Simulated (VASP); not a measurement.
Computed with PBEsol GGA, VASP's PBE PAW potentials (set 64) (plane waves; VASP 6.6.1).

Input for VASP

### INCAR
```
ALGO = Normal
EDIFF = 1E-6
ENCUT = 300
GGA = PS
ISIF = 2
ISMEAR = -1
LASPH = .TRUE.
LCHARG = .FALSE.
LMAXMIX = 4
LREAL = .FALSE.
LWAVE = .FALSE.
NELM = 100
PREC = Accurate
SIGMA = 0.136
SYSTEM = NiSi2
```

File POSCAR:
```
NiSi2
1
    0.0000000000     2.7050000000     2.7050000000
    2.7050000000     0.0000000000     2.7050000000
    2.7050000000     2.7050000000     0.0000000000
Si Ni
2 1
Direct
  0.2408970000   0.2518930000   0.2500220000
  0.7508250000   0.7490780000   0.7507790000
  0.0082780000  -0.0009710000  -0.0008020000
```

### KPOINTS
```
Regular mesh
0
G
 6 6 6
```

POTCAR, in this order: Si Ni (PBE.64 set). Program: vasp_std.

Output

File OSZICAR:
```
       N       E                     dE             d eps       ncg     rms          rms(c)
DAV:   1     0.475869071679E+02    0.47587E+02   -0.56307E+03  3000   0.897E+02
DAV:   2    -0.184787450201E+02   -0.66066E+02   -0.62088E+02  3012   0.201E+02
DAV:   3    -0.211785514623E+02   -0.26998E+01   -0.26293E+01  3788   0.442E+01
DAV:   4    -0.212235528466E+02   -0.45001E-01   -0.44796E-01  3384   0.579E+00
DAV:   5    -0.212245847192E+02   -0.10319E-02   -0.10318E-02  3800   0.878E-01    0.171E+01
DAV:   6    -0.262222487989E+02   -0.49977E+01   -0.57650E+01  3097   0.179E+02    0.252E+01
DAV:   7    -0.191433405237E+02    0.70789E+01   -0.17113E+01  3482   0.110E+02    0.432E+00
DAV:   8    -0.190449218140E+02    0.98419E-01   -0.24098E+00  4344   0.258E+01    0.271E+00
DAV:   9    -0.189929234152E+02    0.51998E-01   -0.30388E-01  3340   0.105E+01    0.597E-01
DAV:  10    -0.189910051632E+02    0.19183E-02   -0.11556E-02  3801   0.216E+00    0.241E-01
DAV:  11    -0.189909010641E+02    0.10410E-03   -0.85851E-04  3450   0.221E-01    0.474E-02
DAV:  12    -0.189909202195E+02   -0.19155E-04   -0.55148E-05  4330   0.140E-01    0.233E-02
DAV:  13    -0.189909141901E+02    0.60293E-05   -0.17505E-05  3763   0.967E-02    0.741E-03
DAV:  14    -0.189909140165E+02    0.17359E-06   -0.17392E-06  2027   0.195E-02
   1 F= -.18990914E+02 E0= -.18963629E+02  d E =-.545692E-01
```

File OUTCAR:
```
------------------------ aborting loop because EDIFF is reached ----------------------------------------
  FORCE on cell =-STRESS in cart. coord.  units (eV):
  Direction    XX          YY          ZZ          XY          YZ          ZX
  --------------------------------------------------------------------------------------
  Total       -0.3221113     -0.3232064     -0.3292407      0.1290845      0.0030030      0.1994510
  in kB      -13.0372118    -13.0815360    -13.3257687      5.2245983      0.1215445      8.0726280
  external PRESSURE =     -13.1481722 kB  Pullay stress =       0.0000000 kB
  volume of cell :       39.59
      direct lattice vectors                 reciprocal lattice vectors
     0.000000000  2.705000000  2.705000000    -0.184842884  0.184842884  0.184842884
     2.705000000  0.000000000  2.705000000     0.184842884 -0.184842884  0.184842884
     2.705000000  2.705000000  0.000000000     0.184842884  0.184842884 -0.184842884
 POSITION                                       TOTAL-FORCE (eV/Angst)
 -----------------------------------------------------------------------------------
      1.35768      1.32794      1.33300        -0.036381      0.302548      0.244490
      4.05711      4.06184      4.05724        -0.008472     -0.013297      0.037066
      5.40520      2.72522      2.72477         0.044853     -0.289252     -0.281556
 -----------------------------------------------------------------------------------
    total drift:                                0.000161     -0.000226     -0.000221
  FREE ENERGIE OF THE ION-ELECTRON SYSTEM (eV)
  ---------------------------------------------------
  free  energy   TOTEN  =       -18.9909140165 eV

  energy  without entropy=      -18.9363448047  energy(sigma->0) =      -18.96362941
```
(Selected blocks of OUTCAR.)

OUTCAR:
```
 val. band max:       10.3495017319   @ k =   0.5000   0.1667   0.5000

 cond. band min:      10.3901000968   @ k =   0.1667   0.0000   0.1667


 Fermi energy:        10.3689910781

 k-point     1 :       0.0000    0.0000    0.0000
  band No.  band energies     occupation
      1      -3.5051      2.00000
      2       5.1155      2.00000
      3       5.1311      2.00000
      4       5.1595      2.00000
      5       6.8323      2.00000
      6       6.8343      2.00000
      7      10.0413      1.83513
      8      12.0240      0.00001
      9      12.0432      0.00001
     10      12.0515      0.00001
     11      12.5279      0.00000
     12      12.5881      0.00000
     13      12.7170      0.00000

 k-point     2 :       0.1667    0.0000    0.0000
  band No.  band energies     occupation
      1      -3.0967      2.00000
      2       4.3529      2.00000
      3       5.2347      2.00000
      4       5.2430      2.00000
      5       6.7755      2.00000
      6       6.7802      2.00000
      7       8.9378      1.99995
      8      10.8400      0.06075
      9      10.9018      0.03900
     10      11.0577      0.01256
     11      13.1954      0.00000
     12      13.2047      0.00000
     13      14.2433      0.00000

 k-point     3 :       0.0000    0.1667    0.0000
  band No.  band energies     occupation
      1      -3.0946      2.00000
      2       4.3323      2.00000
      3       5.2520      2.00000
      4       5.2748      2.00000
      5       6.7675      2.00000
      6       6.7718      2.00000
      7       8.8956      1.99996
      8      10.7875      0.08814
      9      10.8817      0.04507
     10      11.0798      0.01069
     11      13.2701      0.00000
     12      13.2972      0.00000
     13      14.2657      0.00000

 k-point     4 :       0.0000    0.0000    0.1667
  band No.  band energies     occupation
      1      -3.0952      2.00000
      2       4.3375      2.00000
      3       5.2458      2.00000
...
```

At this cut-off the stress carries a Pulay error, which pulls relaxed volumes low.

The structure is a typed NiSi2 crystal. The cell was not relaxed at this level, atoms are displaced from their ideal sites. The k-mesh is coarse (spacing up to 0.34 per Å, 2π included), so the numbers may not be converged in it. The run is not spin-polarised, so no magnetic state was tried.
